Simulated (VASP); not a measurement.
Calculation: PBE GGA, VASP's PBE PAW potentials (set 64) (plane waves; VASP 6.6.1).

VASP input:

File KPOINTS:
```
Automatic
0
Gamma
 12 12 12
```

### INCAR
```
ALGO=Normal
EDIFF=1E-6
ENCUT=400
GGA=PE
ISIF=2
ISMEAR=1
LASPH=.True.
LCHARG=.False.
LMAXMIX=6
LREAL=.False.
LWAVE=.False.
NELM=100
PREC=Accurate
SIGMA=0.1
SYSTEM=AuZn
```

### POSCAR
```
AuZn
1
    3.1500000000     0.0000000000     0.0000000000
    0.0000000000     3.1500000000     0.0000000000
    0.0000000000     0.0000000000     3.1500000000
Zn Au
1 1
Direct
  0.5000000000   0.5000000000   0.5000000000
  0.0000000000   0.0000000000   0.0000000000
```

POTCAR, in this order: Zn Au (PBE.64 set). Program: vasp_std.

Gaps are read on the run's mesh, which can miss a band edge. Unless said otherwise, spin-orbit coupling is left out, though it shifts the bands of the heavy elements here.

Q: Predict the energy per atom (σ→0), pressure, band gap (on the k-mesh).

A: 
energy per atom (σ→0): -2.367 eV/atom
band gap (on the k-mesh): none (metal, semimetal or under 0.01 eV)
pressure: 42.1 kbar

OSZICAR:
```
...
DAV:   6    -0.476913892068E+01    0.41947E+00   -0.14471E+00  2590   0.143E+01    0.541E+00
DAV:   7    -0.474310247859E+01    0.26036E-01   -0.35636E-02  3328   0.416E+00    0.286E+00
DAV:   8    -0.473490084303E+01    0.82016E-02   -0.94430E-03  2944   0.115E+00    0.139E-01
DAV:   9    -0.473492459651E+01   -0.23753E-04   -0.36062E-04  2851   0.241E-01    0.720E-02
DAV:  10    -0.473493611716E+01   -0.11521E-04   -0.39361E-05  3202   0.113E-01    0.172E-02
DAV:  11    -0.473493626947E+01   -0.15231E-06   -0.10046E-05  2730   0.773E-02    0.351E-03
DAV:  12    -0.473493622602E+01    0.43456E-07   -0.19773E-07  1470   0.113E-02
   1 F= -.47349362E+01 E0= -.47348301E+01  d E =-.318522E-03
```

The compound is AuZn in the CsCl type structure. The cell was not relaxed at this level. The run is one of a series of settings (KPOINTS 12×12×12 Γ-centred mesh against the base run), some of them coarse on purpose. The electron count is odd and the run is not spin-polarised, which forces a metal.
